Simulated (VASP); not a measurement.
## SiB18N17 (a cell with a defect): single point with PBE

The system is SiB18N17 (a cell with a defect).

```
B Si N
1.0
     7.49472    0.00000    0.00000
    -3.74736    6.49062    0.00000
     0.00000    0.00000    6.63570
B Si N
18 1 17
Direct
  0.11111 0.22222 0.25000
  0.11149 0.55528 0.25000
  0.11149 0.88954 0.25000
  0.44379 0.22184 0.25000
  0.44379 0.55528 0.25000
  0.44444 0.88889 0.25000
  0.77805 0.22184 0.25000
  0.77778 0.55556 0.25000
  0.77805 0.88954 0.25000
  0.24169 0.09164 0.75000
  0.24169 0.48339 0.75000
  0.22238 0.77786 0.75000
  0.55548 0.11095 0.75000
  0.55713 0.44523 0.75000
  0.55548 0.77786 0.75000
  0.84995 0.09164 0.75000
  0.88810 0.44523 0.75000
  0.88810 0.77620 0.75000
  0.11111 0.22222 0.75000
  0.10961 0.56543 0.75000
  0.10961 0.87752 0.75000
  0.45582 0.22372 0.75000
  0.45582 0.56543 0.75000
  0.44444 0.88889 0.75000
  0.76790 0.22372 0.75000
  0.77778 0.55556 0.75000
  0.76790 0.87752 0.75000
  0.22265 0.11068 0.25000
  0.22265 0.44530 0.25000
  0.22229 0.77781 0.25000
  0.55552 0.11105 0.25000
  0.55556 0.44445 0.25000
  0.55552 0.77781 0.25000
  0.88803 0.11068 0.25000
  0.88888 0.44445 0.25000
  0.88888 0.77777 0.25000
```

```
Program                : VASP 6.6.1
Task                   : single point
Functional             : PBE
Potentials or basis    : VASP PAW PBE potentials, release 64 (B, Si, N)
Cutoff                 : 520 eV
k mesh                 : 3 × 3 × 3
Occupations            : fermi-dirac, width 0.01 eV
Spin                   : no spin polarisation
Dipole correction      : no
Charge                 : -1
Further INCAR settings : LREAL = Auto; ALGO = Normal; EDIFF = 1e-06; NBANDS = 96; NELECT = 144.0
```

* Largest force: 0.014 eV/Å
* Band gap on the k mesh: 1.33 eV, direct

Forces in eV/Å, atoms in the order of the input:
```
B    0.000  0.000  0.000
B   -0.004  0.002  0.000
B    0.000 -0.004  0.000
B    0.004  0.002  0.000
B    0.004  0.002  0.000
B    0.000  0.000  0.000
B   -0.004  0.002  0.000
B    0.000  0.000  0.000
B    0.000 -0.004  0.000
B   -0.001  0.000  0.000
B    0.000 -0.001  0.000
B    0.008  0.005  0.000
B    0.000 -0.009  0.000
B   -0.008 -0.005  0.000
B   -0.008  0.005  0.000
B    0.001  0.000  0.000
B    0.008 -0.005  0.000
B    0.000  0.010  0.000
Si   0.000  0.000  0.000
N   -0.008 -0.012  0.000
N   -0.014 -0.001  0.000
N   -0.007  0.013  0.000
N    0.008 -0.012  0.000
N    0.000  0.000  0.000
N    0.007  0.013  0.000
N    0.000  0.000  0.000
N    0.014 -0.001  0.000
N    0.003 -0.002  0.000
N    0.000  0.003  0.000
N    0.003  0.002  0.000
N    0.000 -0.004  0.000
N    0.000  0.000  0.000
N   -0.003  0.002  0.000
N   -0.003 -0.002  0.000
N    0.000  0.000  0.000
N    0.000  0.000  0.000
```

Levels at points of the mesh, in eV from the valence-band top:
| k point | band 68 | band 69 | band 70 | band 71 | band 72 | band 73 | band 74 | band 75 | band 76 | band 77 |
| --- | --- | --- | --- | --- | --- | --- | --- | --- | --- | --- |
| (0.00, 0.00, 0.00) | -3.19 | -2.83 | -0.62 | -0.62 | -0.09 | 1.74 | 1.90 | 2.23 | 2.23 | 2.37 |

Wall time 4.3 min on 1 thread of AMD EPYC 9R45 96-Core Processor (Zen 5), on a shared host, peak memory 0.42 GiB.

Caveat: the cell carries a net charge on a neutralising background, which shifts energy and pressure; the cell is charged against a uniform background, so pressure and absolute levels hang on convention.
